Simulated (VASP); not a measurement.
A VASP calculation is set up with these files.

KPOINTS:
```
Automatic
0
G
  16 16 14
```

POSCAR:
```
WC
2.8588430
  0.5134843677  -0.8893810406   0.0000000000
  0.5134843677   0.8893810406   0.0000000000
  0.0000000000   0.0000000000   1.0000001511
W C
1 1
Cart
  0.0000000000   0.0000000000   0.0000000000
  0.5134843677   0.2964609398   0.5000000756
```

**INCAR**
```
LCHARG = .TRUE.
SYSTEM = WC
EDIFF = 1E-7   # SCF stop (eV)
PREC = Accurate
LORBIT = 11   # lm-projected
LMAXMIX = 6   # l cut-off of mixed one-centre charges
NEDOS = 601
LREAL = .FALSE.   # projection in real space or not
ALGO = Normal
GGA = RP
ENCUT = 520
ISMEAR = -5   # tetrahedra, Bloechl
LASPH = .TRUE.   # aspherical one-centre terms
LWAVE = .FALSE.
ISIF = 2   # forces and stress, cell fixed
NELM = 100   # most electronic steps
```

POTCAR, in this order: W_sv C (PBE.64 set). Program: vasp_std.

Translate this RPBE calculation to Ansatz.

One equivalent input (not run):
Ansatz 0.2 input:
```yaml
crystal:
  lattice:
    - [1.4679712, -2.5426008, 0.0000000]
    - [1.4679712, 2.5426008, 0.0000000]
    - [0.0000000, 0.0000000, 2.8588434]
  atoms:
    - { symbol: W, position: [0.0000000, 0.0000000, 0.0000000] }
    - { symbol: C, position: [0.3333330, 0.6666670, 0.5000000] }
kpoints:
  mp_grid: { grid: [16, 16, 14] }
hamiltonian:
  xc: rpbe
  pseudopotentials: { kind: paw }
scf:
  occupations: { method: tetrahedron }
  max_iter: 100
output: { forces: true, stress: true, eigenvalues: true }
```
Limits of the translation: each code has its own PAW files, so the cut-off isn't converted (ENCUT is set for VASP's; basis.ecutwfc is left out, and Ansatz then takes the one that its files recommend); Ansatz stops its SCF on the density residual and VASP on the energy change (EDIFF).

The compound is WC in the wc structure. It was relaxed first.
